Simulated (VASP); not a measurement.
These are PBE GGA, VASP's PBE PAW potentials (set 64) (plane waves; VASP) values and carry that method's errors.

A VASP calculation is set up with these files.

POSCAR:
```
Sc
1
    1.6426597063    -2.8451699845     0.0000000000
    1.6426597063     2.8451699845     0.0000000000
    0.0000000000     0.0000000000     5.1096688011
Sc
2
Direct
  0.3333330000   0.6666670000   0.2500000000
  0.6666670000   0.3333330000   0.7500000000
```

### KPOINTS
```
Automatic mesh
0
Gamma
13 13 7
0 0 0
```

**INCAR**
```
PREC=Accurate
LREAL=.FALSE.   # projection in real space or not
ISIF=4   # ions and shape, fixed volume
SYSTEM=Sc
ALGO=Normal
SIGMA=0.1   # width (eV)
GGA=PE   # PBE
EDIFF=1E-7
NSW=30   # most ionic steps
NELM=100   # most electronic steps
IBRION=2   # conjugate gradients
LWAVE=.FALSE.
EDIFFG=-0.01
LCHARG=.FALSE.
ENCUT=520   # plane-wave cut-off (eV)
LMAXMIX=4   # l cut-off of mixed one-centre charges
LASPH=.TRUE.   # aspherical one-centre terms
ISMEAR=1   # Methfessel-Paxton
```

POTCAR, in this order: Sc_sv (PBE.64 set). Program: vasp_std.

Task: What will the output report for the number of irreducible k-points (NKPTS), largest plane-wave count, number of space-group operations, FFT grid (NGX, NGY, NGZ)?

Result: 
- number of irreducible k-points (NKPTS) = 84
- largest plane-wave count = 1304
- number of space-group operations = 24
- FFT grid (NGX, NGY, NGZ) = 24 × 24 × 40

The compound is Sc in the hcp structure. This cell is one point of a volume scan, at 0.97 of the reference volume. Symmetry was kept, so distortions that lower it aren't found.
